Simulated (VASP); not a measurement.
# SiC (F-43m) in VASP: notebook, part 2 of 2

VASP 6.6.1. The steps go on from the part before.

### 3 Born charges and dielectric tensor, PBE

File INCAR:

```
PREC     = Accurate       # precision mode
ENCUT    = 520            # plane-wave cutoff, eV
EDIFF    = 1E-8           # SCF threshold, eV
ISMEAR   = 0              # smearing method
SIGMA    = 0.02           # smearing width, eV
LREAL    = F              # projectors in reciprocal space
LASPH    = T              # aspherical terms in the spheres
NELM     = 80             # most SCF steps
ALGO     = Normal         # electronic algorithm
ISIF     = 2              # what is computed and relaxed
LWAVE    = F              # write WAVECAR
LCHARG   = F              # write CHGCAR
GGA      = PE             # functional
LEPSILON = T              # dielectric tensor by DFPT
IBRION   = 8              # ionic algorithm
NSW      = 1              # ionic steps
```

File KPOINTS:

```
Automatic mesh
0
Gamma
  18 18 18
```

File POSCAR:

```
SiC                                     
1.0
    0.0000000000      2.1897012292      2.1897012292
    2.1897012292      0.0000000000      2.1897012292
    2.1897012292      2.1897012292      0.0000000000
  Si              C             
     1     1
Direct
     0.0000000000000000    0.0000000000000000    0.0000000000000000
     0.2500000000000000    0.2500000000000000    0.2500000000000000
```

Potentials or basis: VASP PAW PBE potentials, release 64 (Si, C).

Launch:

```
$ cat potpaw_PBE.64/Si/POTCAR potpaw_PBE.64/C/POTCAR > POTCAR
$ mpirun -np 1 vasp_std > vasp.out
```

OUTCAR:

```text
PREC = Accurate
   ENCUT = 520
   EDIFF = 1E-8
   ISMEAR = 0
   LREAL = F
   LASPH = T
   NELM = 80
   ISIF = 2
   GGA = PE
   LEPSILON = T
   IBRION = 8
   NSW = 1

 ion  position               nearest neighbor table
   1  0.000  0.000  0.000-   2 1.90   2 1.90   2 1.90   2 1.90
   2  0.250  0.250  0.250-   1 1.90   1 1.90   1 1.90   1 1.90

  LATTYP: Found a face centered cubic cell.
 ALAT       =     4.3794024584

  Lattice vectors:

 A1 = (   0.0000000000,   2.1897012292,   2.1897012292)
 A2 = (   2.1897012292,   0.0000000000,   2.1897012292)
 A3 = (   2.1897012292,   2.1897012292,   0.0000000000)

Analysis of symmetry for initial positions (statically):
=====================================================================
 Subroutine PRICEL returns:
 Original cell was already a primitive cell.

 Routine SETGRP: Setting up the symmetry group for a
 face centered cubic supercell.

 Subroutine GETGRP returns: Found 24 space group operations
 (whereof 24 operations were pure point group operations)
 out of a pool of 48 trial point group operations.

The static configuration has the point symmetry T_d .

Analysis of symmetry for dynamics (positions and initial velocities):
=====================================================================
 Subroutine PRICEL returns:
 Original cell was already a primitive cell.

 Routine SETGRP: Setting up the symmetry group for a
 face centered cubic supercell.

[... 523 lines left out ...]

 PIEZOELECTRIC TENSOR (including local field effects)  for field in x, y, z        (C/m^2)
          XX          YY          ZZ          XY          YZ          ZX
  --------------------------------------------------------------------------------
  x     0.00000     0.00000    -0.00000     0.00000    -0.98271     0.00000
  y     0.00000     0.00000    -0.00000     0.00000     0.00000    -0.98271
  z     0.00000     0.00000     0.00000    -0.98271     0.00000     0.00000

 BORN EFFECTIVE CHARGES (including local field effects) (in |e|, cummulative output)
 ---------------------------------------------------------------------------------
 ion    1
    1     2.68342     0.00000     0.00000
    2     0.00000     2.68342     0.00000
    3     0.00000     0.00000     2.68342
 ion    2
    1    -2.68342     0.00000     0.00000
    2     0.00000    -2.68342     0.00000
    3     0.00000     0.00000    -2.68342

 INTERNAL STRAIN TENSOR FOR ION    2 for displacements in x,y,z  (eV/Angst):
          X           Y           Z          XY          YZ          ZX
  --------------------------------------------------------------------------------
  x     0.00000     0.00000     0.00000     0.00000    -7.52861     0.00000
  y    -0.00000     0.00000    -0.00000     0.00000     0.00000    -7.52861
  z     0.00000     0.00000     0.00000    -7.52861     0.00000     0.00000

 SECOND DERIVATIVES (NOT SYMMETRIZED)
 ------------------------------------
               1X          1Y          1Z          2X          2Y          2Z
  1X   -18.577764    0.000000    0.000000   18.577764    0.000000    0.000000
  1Y     0.000000  -18.577764    0.000000    0.000000   18.577764    0.000000
  1Z     0.000000    0.000000  -18.577764    0.000000    0.000000   18.577764
  2X    18.584734    0.000000    0.000000  -18.584734    0.000000    0.000000
  2Y     0.000000   18.584734    0.000000    0.000000  -18.584734    0.000000
  2Z     0.000000    0.000000   18.584734    0.000000    0.000000  -18.584734

 Eigenvectors and eigenvalues of the dynamical matrix
 ----------------------------------------------------

   1 f  =   23.234227 THz   145.984954 2PiTHz  775.010391 cm-1    96.088999 meV
             X         Y         Z           dx          dy          dz
      0.000000  0.000000  0.000000    -0.547245    0.000000    0.000000
      1.094851  1.094851  1.094851     0.836972    0.000000    0.000000
[... 21 lines left out ...]
   6 f/i=    0.001996 THz     0.012541 2PiTHz    0.066579 cm-1     0.008255 meV
             X         Y         Z           dx          dy          dz
      0.000000  0.000000  0.000000     0.000000    0.000000    0.836972
      1.094851  1.094851  1.094851     0.000000    0.000000    0.547245

--------------------------------------------------------------------------------------------------------

 MACROSCOPIC STATIC DIELECTRIC TENSOR IONIC CONTRIBUTION
 ------------------------------------------------------
           3.339518     0.000000     0.000000
           0.000000     3.339518     0.000000
           0.000000     0.000000     3.339518
 ------------------------------------------------------

 ELASTIC MODULI CONTR FROM IONIC RELAXATION (kBar)
 Direction    XX          YY          ZZ          XY          YZ          ZX
 --------------------------------------------------------------------------------
 XX          -0.0000     -0.0000     -0.0000      0.0000      0.0000      0.0000
 YY          -0.0000     -0.0000     -0.0000      0.0000      0.0000      0.0000
 ZZ          -0.0000     -0.0000     -0.0000      0.0000      0.0000      0.0000
 XY           0.0000      0.0000      0.0000   -212.6258      0.0000      0.0000
 YZ           0.0000      0.0000      0.0000      0.0000   -212.6258      0.0000
 ZX           0.0000      0.0000      0.0000      0.0000      0.0000   -212.6258
 --------------------------------------------------------------------------------

 PIEZOELECTRIC TENSOR IONIC CONTR  for field in x, y, z        (C/m^2)
          XX          YY          ZZ          XY          YZ          ZX
  --------------------------------------------------------------------------------
  x    -0.00000    -0.00000    -0.00000     0.00000     0.79291     0.00000
  y    -0.00000    -0.00000    -0.00000     0.00000     0.00000     0.79291
  z    -0.00000    -0.00000    -0.00000     0.79291     0.00000     0.00000
```

OSZICAR:

```text
N       E                     dE             d eps       ncg     rms          rms(c)
DAV:   1     0.507514116093E+01    0.50751E+01   -0.42077E+03  3264   0.844E+02
DAV:   2    -0.164736485284E+02   -0.21549E+02   -0.20518E+02  4456   0.108E+02
DAV:   3    -0.168741304806E+02   -0.40048E+00   -0.40048E+00  3752   0.181E+01
[... 12 lines left out ...]
RMM:   6    -0.124597805369E+00   -0.15975E-04   -0.27137E-07 23374   0.411E-03    0.960E-04
RMM:   7    -0.124591974286E+00    0.58311E-05   -0.39747E-09 23941   0.121E-03    0.110E-04
RMM:   8    -0.124593453764E+00   -0.14795E-05   -0.58633E-09 24333   0.240E-04    0.351E-05
RMM:   9    -0.124593417187E+00    0.36577E-07   -0.45353E-09 24850   0.803E-05    0.449E-06
RMM:  10    -0.124593399958E+00    0.17229E-07   -0.16793E-09 25293   0.109E-05    0.324E-06
RMM:  11    -0.124593407201E+00   -0.72437E-08   -0.10937E-09 21773   0.816E-06    0.446E-07
 Linear response finished
```

stdout:

```text
POSCAR found type information on POSCAR SiC
 POSCAR found :  2 types and       2 ions
 scaLAPACK will be used
 LDA part: xc-table for (Slater+PW92), standard interpolation
 POSCAR, INCAR and KPOINTS ok, starting setup
 FFT: planning ... GRIDC
 FFT: planning ... GRID_SOFT
 FFT: planning ... GRID
 WAVECAR not read
 entering main loop
[... 23 lines left out ...]
  Direction:   3
 dielectric tensor                  component  3 :     0.662     1.471     7.003
 Linear response DOF=           2
 Linear response progress:
 first order change of Fermi-energy  -0.28959E-02
 force on displaced ion       1 direction 1 : -18.578   0.000   0.000
 Born effective charge ion    1 direction 1 :   2.684   0.000   0.000
 Linear response progress:
 first order change of Fermi-energy   0.35373E-02
 force on displaced ion       2 direction 1 : -18.585   0.000   0.000
 Born effective charge ion    2 direction 1 :  -2.684   0.000   0.000
 Born effective charges drift removed
 Linear response finished
```

It took 6.5 min on 1 thread of Intel Xeon Platinum 8488C (Sapphire Rapids), shared host; peak memory 0.46 GiB.

What came out:

| Quantity | Value |
| --- | --- |
| Band gap on the k mesh | 1.37 eV, indirect (least direct gap 4.53 eV) |
| Electronic dielectric tensor (diagonal) | 7.00 |
| Born charges (mean of the diagonal) | Si +2.68; C -2.68 e |
| Highest phonon frequency at Γ, LO-TO splitting left out | 775 cm⁻¹ |

Phonon frequencies in cm⁻¹ (negative: imaginary):
| q point | frequencies |
| --- | --- |
| (0.000, 0.000, 0.000) | 0 0 0 775 775 775 |

Electronic dielectric tensor:
```
7.00 0.00 0.00
0.00 7.00 0.00
0.00 0.00 7.00
```

Born effective charge tensors (e):
atom 1, Si
```
2.68 0.00 0.00
0.00 2.68 0.00
0.00 0.00 2.68
```
atom 2, C
```
-2.68  0.00  0.00
 0.00 -2.68  0.00
 0.00  0.00 -2.68
```

### 4 Comparison with measurements

Step 2. Against the measured gap of SiC, 2.4 eV (indirect; quoted in “Insight into the structural, elastic and electronic properties of a new orthorhombic 6O-SiC polytype”, 2020, pmc:7200658), the calculated 1.37 eV is off by -1.03 eV. The value is that of PBE, without temperature or zero-point motion. Semilocal functionals fall short of measured gaps as a rule.

Step 3. Measured gap of SiC: 2.4 eV (indirect; quoted in “Insight into the structural, elastic and electronic properties of a new orthorhombic 6O-SiC polytype”, 2020, pmc:7200658). This calculation gives 1.37 eV (-1.03 eV). The value is that of PBE on a finite k mesh, which can miss the band edges, without temperature or zero-point motion. Semilocal functionals fall short of measured gaps as a rule. Against the measured high-frequency dielectric constant of SiC, 6.49 (quoted in “Infrared properties of SiC particles”, 1999, arxiv:astro-ph/9903031), the calculated 7.00 is off by +7.9 %.
